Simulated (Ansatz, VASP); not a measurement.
# Sb2O3 (antimony oxide glass) in two plane-wave programs

One calculation is typed for both programs; each brings its own data sets. How far apart do they land? The structure shown is the start of the Ansatz relaxation below; VASP solves that cell, so the two are compared at the walk's first step.

Calculated with Ansatz 0.2.0; plane waves, with VASP 6.6.1 beside it; single point at r2SCAN.

**1. Set-up**

The cell holds 50 atoms: 20 Sb and 30 O. Its edges and angles: a = 10.487 Å, b = 10.440 Å, c = 10.457 Å, α = 90.0°, β = 90.0°, γ = 90.0°. As first built, before any earlier steps moved the atoms (in the runner's words): 50 atoms (20 Sb, 30 O) placed at random at 5.05 g/cm^3 and pushed apart to contact distance.

**2. Ansatz: relaxation, r2SCAN**

Ansatz runs on its default PAW (the set named soft_2) files.

The two programs are compared at the cell with which this relaxation starts, whose forces are those of its first step.

File input.yaml:

```yaml
crystal:
  lattice:
    - [10.48732, 0.0, 0.0]
    - [0.0, 10.43957, 0.0]
    - [0.0, 0.0, 10.45674]
  atoms:
    - { symbol: Sb, position: [0.53527, 0.83388, 0.22039] }
    - { symbol: Sb, position: [0.90567, 0.1383, 0.26675] }
    - { symbol: Sb, position: [0.59027, 0.26996, 0.36016] }
    - { symbol: Sb, position: [0.06499, 0.78485, 0.32558] }
    - { symbol: Sb, position: [0.42019, 0.60273, 0.51383] }
    - { symbol: Sb, position: [0.2323, 0.03363, 0.49139] }
    - { symbol: Sb, position: [0.38784, 0.27113, 0.75834] }
    - { symbol: Sb, position: [0.15486, 0.4748, 0.96413] }
    - { symbol: Sb, position: [0.72885, 0.51562, 0.57605] }
    - { symbol: Sb, position: [0.28893, 0.2117, 0.20012] }
    - { symbol: Sb, position: [0.4106, 0.93391, 0.76392] }
    - { symbol: Sb, position: [0.71959, 0.56696, 0.18814] }
    - { symbol: Sb, position: [0.12066, 0.4524, 0.43113] }
    - { symbol: Sb, position: [0.86029, 0.35459, 0.86521] }
    - { symbol: Sb, position: [0.67377, 0.08171, 0.01698] }
    - { symbol: Sb, position: [0.57268, 0.50407, 0.88681] }
    - { symbol: Sb, position: [0.18045, 0.71213, 0.72474] }
    - { symbol: Sb, position: [0.89025, 0.06952, 0.73196] }
    - { symbol: Sb, position: [0.02137, 0.98463, 0.01524] }
    - { symbol: Sb, position: [0.78142, 0.85318, 0.47485] }
    - { symbol: O, position: [0.19259, 0.84959, 0.45375] }
    - { symbol: O, position: [0.55333, 0.65478, 0.15816] }
    - { symbol: O, position: [0.5499, 0.32042, 0.84616] }
    - { symbol: O, position: [0.9288, 0.73357, 0.44995] }
    - { symbol: O, position: [0.0064, 0.11831, 0.8789] }
    - { symbol: O, position: [0.68078, 0.45617, 0.03715] }
    - { symbol: O, position: [0.68758, 0.69699, 0.56221] }
    - { symbol: O, position: [0.70321, 0.81057, 0.30569] }
    - { symbol: O, position: [0.85026, 0.03814, 0.09747] }
    - { symbol: O, position: [0.02048, 0.44882, 0.82874] }
    - { symbol: O, position: [0.17481, 0.31976, 0.30811] }
    - { symbol: O, position: [0.92311, 0.9851, 0.37146] }
    - { symbol: O, position: [0.14286, 0.60729, 0.32459] }
    - { symbol: O, position: [0.36365, 0.68631, 0.67552] }
    - { symbol: O, position: [0.74621, 0.49904, 0.78447] }
    - { symbol: O, position: [0.29672, 0.38331, 0.8826] }
    - { symbol: O, position: [0.6001, 0.91221, 0.05936] }
    - { symbol: O, position: [0.85409, 0.25443, 0.70143] }
    - { symbol: O, position: [0.39425, 0.99595, 0.58355] }
    - { symbol: O, position: [0.28202, 0.47206, 0.52853] }
    - { symbol: O, position: [0.22342, 0.8893, 0.77909] }
    - { symbol: O, position: [0.5421, 0.48279, 0.60486] }
    - { symbol: O, position: [0.08311, 0.09014, 0.15562] }
    - { symbol: O, position: [0.38477, 0.10414, 0.85029] }
    - { symbol: O, position: [0.20259, 0.64595, 0.90275] }
    - { symbol: O, position: [0.74989, 0.01736, 0.84639] }
    - { symbol: O, position: [0.45543, 0.30286, 0.23764] }
    - { symbol: O, position: [0.32513, 0.07575, 0.33126] }
    - { symbol: O, position: [0.69725, 0.15529, 0.2513] }
    - { symbol: O, position: [0.67303, 0.44661, 0.33146] }
kpoints:
  mp_grid: { grid: [1, 1, 1] }
hamiltonian:
  xc: r2scan
scf:
  occupations: { method: fermi_dirac, width: 0.05 }
output:
  forces: true
  stress: true
relax:
  f_tol: 0.04
  max_steps: 60
  cell: { stress_tol: 0.1, fix: [alpha, beta, gamma] }
```

Run with:

```bash
$ ansatz run input.yaml --threads 8 --pin off --max-ram 15360MiB --backend cpu --events-out ev --progress --plain --runs-dir out
```

Numbers of over 12 decimals in the logs are rounded to 6 here.

The log of the run:

```text
The last accepted step is kept in <dir> (removed where the run ends without a failure and the disk answers)
Engine: ansatz 0.2.0, x86_64-unknown-linux-gnu
Pseudopotentials: kind: paw
Pseudopotential: Sb, paw, valence charge 15, recommended cutoff 500 eV (meta_gga), Sb.paw.azcp
Pseudopotential: O, paw, valence charge 6, recommended cutoff 500 eV (meta_gga), O.paw.azcp
Functional definition: r2SCAN
  parameter k0 = 0.174
  parameter k1 = 0.065
  parameter a1 = 4.9479
  exchange = r2scan_x(k0 = k0, k1 = k1, a1 = a1)
  correlation = r2scan_c
Crystal: 50 atoms, lattice volume = 1144.836 Å³
Basis set: ecut = 500 eV, 29007 PW (Γ), exchange–correlation on 320×320×320 points (64 copies of the dense FFT grid, shifted against one another)
Bands: 290, of which v1, the nominal top of the filled ones, is band 240 counted from 1 (239 counted from 0)
Symmetry: 1 space group operations
Space group: P1 (ITA 1), of the structure as read, at distance tolerance 1.0e-4 Å
k-points: 1
Non-local potential: Sb, projectors of the file, l = 0: 2, l = 1: 2, l = 2: 2, l = 3: 2
Non-local potential: O, projectors of the file, l = 0: 2, l = 1: 2, l = 2: 1
PAW form: soft (Blöchl's): semilocal exchange-correlation on the pseudo side does not see the compensation charge
PAW frozen core: Sb, regenerated for the run's functional (the file was generated under x = pbe(κ = 0.804, μ = 0.219515), c = pbe(β = 0.066725))
PAW frozen core: O, regenerated for the run's functional (the file was generated under x = pbe(κ = 0.804, μ = 0.219515), c = pbe(β = 0.066725))
PAW one-centre angular grid: Sb, 590 points (default); XC on 160 Gauss nodes
PAW one-centre angular grid: O, 302 points (default); XC on 160 Gauss nodes
Initial density: superposition of atomic densities (neutral atoms: chi_scale 0, normalization atom), corrected by the library's trained network
Initial wavefunctions: pseudopotential atomic-orbital guess
Functional: x = r2scan, c = r2scan; τ floored in thin density (d = 2e-4 eV/Å³)
SCF iter   1: F=—  HF=-147025.960138 eV  |F-HF|=—  |Δ(HF+E_count)|=         —  Δρ=7.68e-3  dr2=6.76e-1  dr2_τ=1.90e0  ethr=1.77e-3  ⟨swp⟩=6.0  Hψ=1176  notcnv=0
preconditioner: auto → Resta (q_TF=auto, 2.360 Å⁻¹)  ε∞=3.3  [insulator: Δε(μ)=3.261 eV  Ē_g=12.092 eV  σ=0.050 eV  W_gap=1.00  n_scr=250 (ndim 8)  ℏωp=18.4 eV  f_vac=0.240  D(μ)=0.00/eV (n_scr^D=0)  ε∞_Penn≈3.3]
SCF iter   2: F=—  HF=-147026.708596 eV  |F-HF|=—  |Δ(HF+E_count)|=   7.48e-1  Δρ=4.34e-3  dr2=1.19e-1  dr2_τ=1.77e-2  ethr=1.41e-4  ⟨swp⟩=2.0  Hψ=479  notcnv=0  defer=45
SCF iter   3: F=—  HF=-147026.712339 eV  |F-HF|=—  |Δ(HF+E_count)|=   3.74e-3  Δρ=1.69e-3  dr2=2.88e-2  dr2_τ=2.49e-3  ethr=2.47e-5  ⟨swp⟩=3.0  Hψ=458  notcnv=0  defer=33
automatic band count: iteration 3 solves 278 bands in place of 290: the levels show a gap, and the empty bands left out lie too high to hold charge; the band table lists the bands solved (type scf.n_extra_bands for more)
SCF iter   4: F=—  HF=-147026.712149 eV  |F-HF|=—  |Δ(HF+E_count)|=   1.90e-4  Δρ=6.01e-4  dr2=3.85e-3  dr2_τ=5.89e-4  ethr=6.00e-6  ⟨swp⟩=2.0  Hψ=371  notcnv=0  defer=33
SCF iter   5: F=—  HF=-147026.711875 eV  |F-HF|=—  |Δ(HF+E_count)|=   2.74e-4  Δρ=1.87e-4  dr2=4.12e-4  dr2_τ=2.53e-5  ethr=8.01e-7  ⟨swp⟩=2.0  Hψ=385  notcnv=0  defer=33
SCF iter   6: F=—  HF=-147026.712269 eV  |F-HF|=—  |Δ(HF+E_count)|=   3.94e-4  Δρ=1.15e-4  dr2=1.79e-4  dr2_τ=1.20e-5  ethr=8.58e-8  ⟨swp⟩=2.0  Hψ=485  notcnv=0  defer=33
SCF iter   7: F=—  HF=-147026.712281 eV  |F-HF|=—  |Δ(HF+E_count)|=   1.16e-5  Δρ=3.36e-5  dr2=1.97e-5  dr2_τ=1.09e-6  ethr=3.74e-8  ⟨swp⟩=2.0  Hψ=380  notcnv=0  defer=33
SCF iter   8: F=—  HF=-147026.712421 eV  |F-HF|=—  |Δ(HF+E_count)|=   1.40e-4  Δρ=3.46e-5  dr2=1.39e-5  dr2_τ=1.38e-6  ethr=4.10e-9  ⟨swp⟩=2.0  Hψ=486  notcnv=0  defer=33
SCF iter   9: F=—  HF=-147026.712420 eV  |F-HF|=—  |Δ(HF+E_count)|=   7.39e-7  Δρ=7.72e-6  dr2=1.01e-6  dr2_τ=3.46e-8  ethr=2.91e-9  ⟨swp⟩=2.0  Hψ=385  notcnv=0  defer=33
SCF iter  10: F=—  HF=-147026.712422 eV  |F-HF|=—  |Δ(HF+E_count)|=   1.70e-6  Δρ=5.12e-6  dr2=2.97e-7  dr2_τ=3.21e-8  ethr=2.10e-10  ⟨swp⟩=2.0  Hψ=485  notcnv=0  defer=33
SCF iter  11: F=-147026.712422 eV  HF=-147026.712422 eV  |F-HF|=2.30e-8  |Δ(HF+E_count)|=   3.57e-8  Δρ=1.93e-6  dr2=4.54e-8  dr2_τ=4.67e-9  ethr=2.08e-11  ⟨swp⟩=5.0  Hψ=916  notcnv=0
SCF 1 converged in 11 iterations: F = -147026.712422 eV  dr2 = 4.54e-8
  greatest PAW one-centre occupation: 0.995 electrons in one spin orbital (limit 2), on the Sb atom at site 19 (counted from 0), in its partial waves of l = 2
relax step   1: F+E_penalty+E_count = -147026.71242183 eV  Δ(F+E_penalty+E_count) = +0.000e0 eV  max|allowed force component| = 6.667e-1 eV/Å  Δτ_max = 0.0000 Å  P = -3.352 GPa  Ω = 1144.836 Å³  fix = [alpha, beta, gamma]  reactions: alpha -0.355, beta -0.010, gamma -0.310 GPa/rad  (11 SCF iters, dr2 threshold 1.00e-7 eV, accepted)
[...]
SCF converged after 6 iterations
Free energy (F): -147027.397271 eV
Harris-Foulkes:  -147027.397271 eV  (|F-HF|=2.33e-10)
Internal energy: -147027.397271 eV  (E = F + TS)
E sigma→0 (E₀):  -147027.397271 eV
Fermi energy:    6.171921 eV
--- Per-component energies (eV) ---
  E_band       = -5566.142552
  E_kinetic    = 9410.381415
  E_local      = -58189.108457  (includes V_loc(G=0)·N_el)
  E_nonlocal   = 8729.585374
  E_hartree    = 25319.455978
  E_xc         = -4730.527859
  E_vxc        = -5204.299228  (∫ρ·V_xc dr)
  E_paw        = -96873.048064  (= ΣΔE_a)
  E_vpaw       = -11297.821997  (= ΣTr[D̂ρ^β])
  E_aug_tail   = 0.030262  (compensation charges beyond the density's cutoff)
  E_vtau       = 346.178871  (kinetic-family band-sum trace: ∫τ·v_τ [+ j·A + Jᵃ·Aᵃ] dr)
  E_ewald      = -30703.328433
  E_core_change = 9.162512  (= ΣΔE_core)
  E_smearing   = -0.000000  (= −TS)
  E_closure    = -0.000000  (closes the sum)
  Σ components = -147027.397271   (vs F -147027.397271, Δ=0.00e0)
--- Forces (eV/Å), atoms counted from 1 ---
  atom   1  Sb     0.00714158    -0.00847907     0.00731581
  atom   2  Sb     0.01510661     0.00668603    -0.00897271
  atom   3  Sb    -0.00692469    -0.00131309    -0.01662749
  atom   4  Sb    -0.00307372     0.01941844    -0.00840921
  atom   5  Sb    -0.02400622     0.00088910     0.00851279
  atom   6  Sb    -0.00393367    -0.00279509    -0.00273772
  atom   7  Sb    -0.00493327     0.01589646     0.00023441
  atom   8  Sb     0.00665011     0.00246335     0.00124714
  atom   9  Sb     0.01477719    -0.00617798     0.00486704
  atom  10  Sb     0.01450309     0.01882443    -0.00682375
  atom  11  Sb    -0.00741686     0.00555124     0.00375538
  atom  12  Sb    -0.01232828     0.00219729     0.01874301
  atom  13  Sb    -0.00938085     0.00480087    -0.00943586
  atom  14  Sb     0.02318327    -0.01094442     0.00732330
  atom  15  Sb    -0.01341099     0.00443924    -0.01707742
  atom  16  Sb    -0.02098214     0.01341638     0.01465341
  atom  17  Sb     0.00129700     0.00150171    -0.00339431
  atom  18  Sb    -0.00053027     0.01093407    -0.00075219
  atom  19  Sb    -0.00549048     0.01329706    -0.00374189
  atom  20  Sb    -0.00412716     0.00812920    -0.00768107
  atom  21  O     -0.00280437    -0.00007461     0.00346213
  atom  22  O      0.01193772    -0.00653851     0.00047027
  atom  23  O     -0.00153053     0.00653610    -0.00492726
  atom  24  O     -0.00129516    -0.00122020     0.00242161
[...]
atom  43  O     -0.01777595    -0.00419264     0.00273036
  atom  44  O      0.01020923    -0.00958070     0.00540655
  atom  45  O     -0.00087125    -0.00775329     0.00336264
  atom  46  O     -0.00121905     0.00445332     0.00424057
  atom  47  O      0.00493219    -0.00999598     0.01874750
  atom  48  O     -0.00269885     0.00261384    -0.00326607
  atom  49  O     -0.00737362     0.00370736     0.01307404
  atom  50  O     -0.00127967    -0.00529049    -0.02690904
  max |Σ_I F_I| component: 6.49e-5 eV/Å
--- Stress (GPa, compression-positive) ---
       -0.004060       0.544384       0.029867
        0.544384       0.014203       0.301763
        0.029867       0.301759      -0.004325
  P = ⅓ Tr σ = 0.0019 GPa (0.019 kbar)
--- Relaxed structure (10 steps of the walk, 9 accepted, 1 SCFs on fresh bases) ---
  F+E_penalty+E_count = -147027.39727090 eV   max|allowed force component| = 2.691e-2 eV/Å   (the final SCF, on the basis selected at the relaxed cell)
  cell:  # Å, volume = 1049.1418 Å³
    - [10.125200, 0, 0]
    - [0, 10.135135, 0]
    - [0, 0, 10.223534]
  atoms:
    - { symbol: Sb, position: [0.519364, 0.836808, 0.216424] }
    - { symbol: Sb, position: [0.894041, 0.146732, 0.269272] }
    - { symbol: Sb, position: [0.572843, 0.271652, 0.366887] }
    - { symbol: Sb, position: [0.052231, 0.785613, 0.333769] }
    - { symbol: Sb, position: [0.422161, 0.596723, 0.504847] }
    - { symbol: Sb, position: [0.237072, 0.038346, 0.496934] }
    - { symbol: Sb, position: [0.406203, 0.263124, 0.747508] }
    - { symbol: Sb, position: [0.171774, 0.471282, 0.962575] }
    - { symbol: Sb, position: [0.738253, 0.528597, 0.578187] }
    - { symbol: Sb, position: [0.283328, 0.206861, 0.188906] }
    - { symbol: Sb, position: [0.426973, 0.918797, 0.757801] }
    - { symbol: Sb, position: [0.716606, 0.567505, 0.191450] }
    - { symbol: Sb, position: [0.119443, 0.437482, 0.435156] }
    - { symbol: Sb, position: [0.868173, 0.355807, 0.866176] }
    - { symbol: Sb, position: [0.664592, 0.083827, 0.00968292] }
    - { symbol: Sb, position: [0.574653, 0.507960, 0.883305] }
    - { symbol: Sb, position: [0.171242, 0.716297, 0.725048] }
    - { symbol: Sb, position: [0.900680, 0.065609, 0.732153] }
    - { symbol: Sb, position: [0.016855, 0.976932, 0.023289] }
    - { symbol: Sb, position: [0.763169, 0.870269, 0.481628] }
    - { symbol: O, position: [0.184093, 0.855398, 0.459010] }
    - { symbol: O, position: [0.545989, 0.654049, 0.159742] }
    - { symbol: O, position: [0.569425, 0.321149, 0.834102] }
    - { symbol: O, position: [0.913420, 0.744815, 0.462978] }
    - { symbol: O, position: [0.012695, 0.114667, 0.885875] }
    - { symbol: O, position: [0.676759, 0.455385, 0.039664] }
    - { symbol: O, position: [0.675436, 0.708143, 0.572712] }
    - { symbol: O, position: [0.686217, 0.818447, 0.312375] }
    - { symbol: O, position: [0.843777, 0.042571, 0.099409] }
    - { symbol: O, position: [0.035411, 0.444485, 0.825701] }
    - { symbol: O, position: [0.165526, 0.322489, 0.289642] }
    - { symbol: O, position: [0.911919, 0.991600, 0.376712] }
    - { symbol: O, position: [0.133397, 0.606663, 0.345272] }
    - { symbol: O, position: [0.351878, 0.678801, 0.664188] }
    - { symbol: O, position: [0.757458, 0.507901, 0.786703] }
    - { symbol: O, position: [0.315767, 0.384256, 0.870467] }
    - { symbol: O, position: [0.596727, 0.909182, 0.054798] }
    - { symbol: O, position: [0.862252, 0.252982, 0.701901] }
    - { symbol: O, position: [0.405791, 0.985892, 0.577091] }
    - { symbol: O, position: [0.295577, 0.448963, 0.513175] }
    - { symbol: O, position: [0.231562, 0.893260, 0.774678] }
    - { symbol: O, position: [0.548608, 0.483813, 0.606248] }
    - { symbol: O, position: [0.082067, 0.080847, 0.167002] }
    - { symbol: O, position: [0.417104, 0.094783, 0.844979] }
    - { symbol: O, position: [0.211904, 0.647949, 0.901515] }
    - { symbol: O, position: [0.751169, 0.017723, 0.844268] }
    - { symbol: O, position: [0.448635, 0.307768, 0.229950] }
    - { symbol: O, position: [0.326335, 0.081436, 0.332223] }
    - { symbol: O, position: [0.686787, 0.152872, 0.264317] }
    - { symbol: O, position: [0.664779, 0.448199, 0.336486] }
```

Reading the cycles: dr2 is the Hartree energy of the density residual (eV), the measure of convergence; HF is the Harris–Foulkes estimate of the energy, which meets the free energy F at convergence.

[end of part 1 of 2]

[Lines on the potential files, build, host, timing and source positions are cut from VASP's logs without a mark.]

[Logs are printed without paths, hosts, clocks, repeated set-up lines and the standing remarks that a program may print on its own settings, such as how far it seeks lower states.]

[Hosts, paths, dates, database ids (printed as entryN), source tags and the programs' standing remarks are cut or masked in the printed files.]
